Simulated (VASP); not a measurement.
These are PBEsol GGA, VASP's PBE PAW potentials (set 64) (plane waves; VASP 6.6.1) values and carry that method's errors.

Gaps are without spin-orbit coupling.

### Question
Order these relaxed crystals by band gap, smallest first: MgS, P6_3mc (186); CaAlSiH, P3m1 (156); GaSe, R3m (160); ZnCdS2, P-4m2 (115).

### Answer
CaAlSiH, P3m1 (156) (0.14 eV), GaSe, R3m (160) (1.06 eV), ZnCdS2, P-4m2 (115) (1.38 eV), MgS, P6_3mc (186) (3.30 eV)
